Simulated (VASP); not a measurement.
Level of theory: PBEsol GGA, VASP's PBE PAW potentials (set 64) (plane waves; VASP).

VASP input:

INCAR:
```
# general
SYSTEM   =  LiCl
PREC     =  Accurate
ENCUT    =  620
LREAL    =  F
LASPH    =  T

# electronic loop
EDIFF    =  1E-6
NELM     =  100
ALGO     =  Normal

# smearing
ISMEAR   =  0
SIGMA    =  0.05

# functional
GGA      =  PS

# ions
IBRION   =  2
NSW      =  40
ISIF     =  3
EDIFFG   =  -0.02
PSTRESS  =  50

# output
LWAVE    =  F
LCHARG   =  F
```

**KPOINTS**
```
Automatic mesh
0
Gamma
9 9 9
0 0 0
```

POSCAR:
```
LiCl
1
    0.0000000000     2.4408167817     2.4408167817
    2.4408167817     0.0000000000     2.4408167817
    2.4408167817     2.4408167817     0.0000000000
Li Cl
1 1
Direct
  0.0000000000   0.0000000000   0.0000000000
  0.5000000000   0.5000000000   0.5000000000
```

POTCAR, in this order: Li_sv Cl (PBE.64 set). Program: vasp_std.

The run wrote:

**OSZICAR**
```
       N       E                     dE             d eps       ncg     rms          rms(c)
DAV:   1     0.463723900598E+02    0.46372E+02   -0.49394E+03   630   0.118E+03
DAV:   2    -0.587169518372E+01   -0.52244E+02   -0.50493E+02   902   0.176E+02
DAV:   3    -0.760993742395E+01   -0.17382E+01   -0.17372E+01   806   0.380E+01
DAV:   4    -0.763999288889E+01   -0.30055E-01   -0.30028E-01   988   0.483E+00
DAV:   5    -0.764013906813E+01   -0.14618E-03   -0.14614E-03   808   0.340E-01    0.258E+00
DAV:   6    -0.759229243601E+01    0.47847E-01   -0.98533E-02   721   0.187E+00    0.175E+00
DAV:   7    -0.759004349160E+01    0.22489E-02   -0.39070E-02   948   0.132E+00    0.779E-01
DAV:   8    -0.759142777260E+01   -0.13843E-02   -0.49107E-03   829   0.579E-01    0.100E-01
DAV:   9    -0.759141829616E+01    0.94764E-05   -0.12613E-04   835   0.102E-01    0.307E-02
DAV:  10    -0.759143570855E+01   -0.17412E-04   -0.28020E-05   719   0.516E-02    0.147E-02
DAV:  11    -0.759143669025E+01   -0.98170E-06   -0.39242E-06   742   0.178E-02
   1 F= -.66838357E+01 E0= -.66838357E+01  d E =-.668384E+01
```

OUTCAR:
```
------------------------ aborting loop because EDIFF is reached ----------------------------------------
  FORCE on cell =-STRESS in cart. coord.  units (eV):
  Direction    XX          YY          ZZ          XY          YZ          ZX
  --------------------------------------------------------------------------------------
  Total        0.8833510      0.8833510      0.8833510     -0.0000000      0.0000000     -0.0000000
  in kB       48.6640594     48.6640594     48.6640594     -0.0000000      0.0000000     -0.0000000
  external PRESSURE =      -1.3359406 kB  Pullay stress =      50.0000000 kB
  volume of cell :       29.08
      direct lattice vectors                 reciprocal lattice vectors
     0.000000000  2.440816782  2.440816782    -0.204849460  0.204849460  0.204849460
     2.440816782  0.000000000  2.440816782     0.204849460 -0.204849460  0.204849460
     2.440816782  2.440816782  0.000000000     0.204849460  0.204849460 -0.204849460
  FREE ENERGIE OF THE ION-ELECTRON SYSTEM (eV)
  ---------------------------------------------------
  free  energy   TOTEN  =        -7.5914366903 eV

  energy  without entropy=       -7.5914366903  energy(sigma->0) =       -7.59143669
  enthalpy is  TOTEN    =        -6.6838357034 eV   P V=        0.9076009869

 reached required accuracy - stopping structural energy minimisation
```
(Selected blocks of OUTCAR.)

File OUTCAR:
```
 val. band max:        1.7607602483   @ k =   0.0000   0.0000   0.0000

 cond. band min:       8.5083796755   @ k =   0.4444   0.0000   0.0000


 Fermi energy:         2.0841159835

 k-point     1 :       0.0000    0.0000    0.0000
  band No.  band energies     occupation
      1     -40.8588      2.00000
      2     -12.2290      2.00000
      3       1.7608      2.00000
      4       1.7608      2.00000
      5       1.7608      2.00000
      6       8.8390      0.00000
      7      13.6631      0.00000
      8      13.6631      0.00000
      9      13.6631      0.00000

 k-point     2 :       0.1111    0.0000    0.0000
  band No.  band energies     occupation
      1     -40.8582      2.00000
      2     -12.1469      2.00000
      3       1.2285      2.00000
      4       1.7167      2.00000
      5       1.7167      2.00000
      6       9.2227      0.00000
      7      13.0237      0.00000
      8      13.7071      0.00000
      9      13.7071      0.00000

 k-point     3 :       0.2222    0.0000    0.0000
  band No.  band energies     occupation
      1     -40.8563      2.00000
      2     -11.9263      2.00000
      3       0.0868      2.00000
      4       1.6113      2.00000
      5       1.6113      2.00000
      6       9.4191      0.00000
      7      12.7833      0.00000
      8      12.7833      0.00000
      9      13.0375      0.00000

 k-point     4 :       0.3333    0.0000    0.0000
  band No.  band energies     occupation
      1     -40.8542      2.00000
      2     -11.6495      2.00000
      3      -1.0213      2.00000
      4       1.5013      2.00000
      5       1.5013      2.00000
      6       8.9072      0.00000
      7      11.7739      0.00000
      8      11.7739      0.00000
      9      14.4552      0.00000

 k-point     5 :       0.4444    0.0000    0.0000
  band No.  band energies     occupation
      1     -40.8529      2.00000
      2     -11.4502      2.00000
      3      -1.6877      2.00000
...
```

The compound is LiCl in the rock salt structure. It was relaxed first under an external pressure of 5 GPa.
